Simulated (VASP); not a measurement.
Computed with PBEsol GGA, VASP's PBE PAW potentials (set 64) (plane waves; VASP).

A VASP calculation is set up with these files.

INCAR:
```
! general
SYSTEM = SiO2
PREC   = Accurate
ENCUT  = 240
LREAL  = .FALSE.
LASPH  = .TRUE.

! electronic loop
EDIFF  = 1E-6   ! SCF stop (eV)
NELM   = 100
ALGO   = Normal

! smearing
ISMEAR = 0   ! Gaussian
SIGMA  = 0.01

! functional
GGA    = PS   ! PBEsol

! ions
ISIF   = 2   ! forces and stress, cell fixed

! output
LWAVE  = .FALSE.
LCHARG = .FALSE.
```

File KPOINTS:
```
Regular mesh
0
gamma
6 6 5
```

File POSCAR:
```
SiO2
4.7972890
  1.0000000000   0.0000000000   0.0000000000
 -0.4999998958   0.8660253739   0.0000000000
  0.0000000000   0.0000000000   1.1047622939
Si O
3 6
Cart
 -0.2343999511   0.4059926953   0.3682537297
  0.2656000554   0.4600326786   0.0000000000
  0.4688000000   0.0000000000   0.7365085642
 -0.2211799238   0.6334455995   0.6052108798
  0.0620100431   0.3577550820   0.2369571501
  0.1591700892   0.7408500664   0.9734646095
  0.6591700151   0.1251753075   0.4995514140
  0.2788200280   0.2325797744   0.8678051437
  0.5620100612   0.5082702920   0.1312976843
```

POTCAR, in this order: Si O (PBE.64 set). Program: vasp_std.

Output

### OUTCAR
```
 ion  position               nearest neighbor table
   1  0.000  0.469  0.333-   5 1.57   7 1.57   9 1.58   4 1.58   2 2.99   2 2.99   3 2.99   3 2.99
  LATTYP: Found a hexagonal cell.
 ALAT       =     4.7972890000
 C/A-ratio  =     1.1047622939
 Subroutine PRICEL returns:
 Original cell was already a primitive cell.
 Subroutine GETGRP returns: Found  6 space group operations
The static configuration has the point symmetry C_2 .
 The point group associated with its full space group is D_3 .
The dynamic configuration has the point symmetry C_2 .
 Subroutine INISYM returns: Found  6 space group operations
 Subroutine IBZKPT returns following result:
 Found     27 irreducible k-points:

 Following reciprocal coordinates:
            Coordinates               Weight
  0.000000  0.000000  0.000000      1.000000
  0.166667 -0.000000  0.000000      6.000000
  0.333333 -0.000000  0.000000      6.000000
  0.500000 -0.000000  0.000000      3.000000
  0.166667  0.166667  0.000000      6.000000
  0.333333  0.166667  0.000000     12.000000
  0.333333  0.333333  0.000000      2.000000
  0.000000  0.000000  0.200000      2.000000
...
```

**OSZICAR**
```
       N       E                     dE             d eps       ncg     rms          rms(c)
DAV:   1     0.180908324801E+03    0.18091E+03   -0.17514E+04  1718   0.842E+02
DAV:   2    -0.696620958525E+02   -0.25057E+03   -0.24487E+03  1969   0.263E+02
DAV:   3    -0.797752573197E+02   -0.10113E+02   -0.10086E+02  1831   0.600E+01
DAV:   4    -0.798753933930E+02   -0.10014E+00   -0.10004E+00  1863   0.609E+00
DAV:   5    -0.798771804496E+02   -0.17871E-02   -0.17866E-02  1821   0.764E-01    0.239E+01
DAV:   6    -0.758809085811E+02    0.39963E+01   -0.95424E+00  1816   0.155E+01    0.134E+01
DAV:   7    -0.753883191548E+02    0.49259E+00   -0.98694E-01  1842   0.474E+00    0.402E+00
DAV:   8    -0.753472789933E+02    0.41040E-01   -0.92222E-02  1816   0.203E+00    0.755E-01
DAV:   9    -0.753501915931E+02   -0.29126E-02   -0.86632E-03  1826   0.593E-01    0.305E-01
DAV:  10    -0.753511919655E+02   -0.10004E-02   -0.65930E-04  1821   0.159E-01    0.353E-02
DAV:  11    -0.753512465277E+02   -0.54562E-04   -0.79826E-05  1834   0.508E-02    0.471E-02
DAV:  12    -0.753512476906E+02   -0.11628E-05   -0.17480E-05  1821   0.245E-02    0.431E-03
DAV:  13    -0.753512482371E+02   -0.54653E-06   -0.90344E-07  1178   0.643E-03
   1 F= -.75351248E+02 E0= -.75351248E+02  d E =-.975970E-19
```

### OUTCAR
```
------------------------ aborting loop because EDIFF is reached ----------------------------------------
  FORCE on cell =-STRESS in cart. coord.  units (eV):
  Direction    XX          YY          ZZ          XY          YZ          ZX
  --------------------------------------------------------------------------------------
  Total      -56.5712438    -56.5712399    -56.0187603     -0.0000068      0.0000000      0.0000000
  in kB     -858.0630548   -858.0629956   -849.6830788     -0.0001033      0.0000000      0.0000000
  external PRESSURE =    -855.2697097 kB  Pullay stress =       0.0000000 kB
  volume of cell :      105.63
      direct lattice vectors                 reciprocal lattice vectors
     4.797289000  0.000000000  0.000000000     0.208451065  0.120349257  0.000000000
    -2.398644000  4.154574000  0.000000000     0.000000000  0.240698565  0.000000000
     0.000000000  0.000000000  5.299864000     0.000000000  0.000000000  0.188684087
 POSITION                                       TOTAL-FORCE (eV/Angst)
 -----------------------------------------------------------------------------------
     -1.12448      1.94766      1.76662        -0.014600      0.025287      0.000000
      1.27416      2.20691      0.00000        -0.014600     -0.025287      0.000000
      2.24897      0.00000      3.53324         0.029199      0.000000      0.000000
     -1.06106      3.03882      2.90337        -1.445783     -0.011981      0.784823
      0.29748      1.71625      1.13675         0.733267     -1.246094      0.784823
      0.76358      3.55407      4.66999         0.712516      1.258075      0.784823
      3.16223      0.60050      2.39649         0.712516     -1.258075     -0.784823
      1.33758      1.11575      4.16311        -1.445783      0.011981     -0.784823
      2.69612      2.43832      0.62987         0.733267      1.246094     -0.784823
 -----------------------------------------------------------------------------------
    total drift:                               -0.001579     -0.001856     -0.000002
  FREE ENERGIE OF THE ION-ELECTRON SYSTEM (eV)
  ---------------------------------------------------
  free  energy   TOTEN  =       -75.3512482371 eV

  energy  without entropy=      -75.3512482371  energy(sigma->0) =      -75.35124824
```
(Selected blocks of OUTCAR.)

At this cut-off the stress carries a Pulay error, which pulls relaxed volumes low.

The structure comes from a computed database's SiO2 entry; how it stands against other phases isn't given here. The cell was not relaxed at this level, and its volume differs by -4.4 % from the start's. The run is one of a series of settings (ENCUT = 240 against the base run), some of them coarse on purpose.
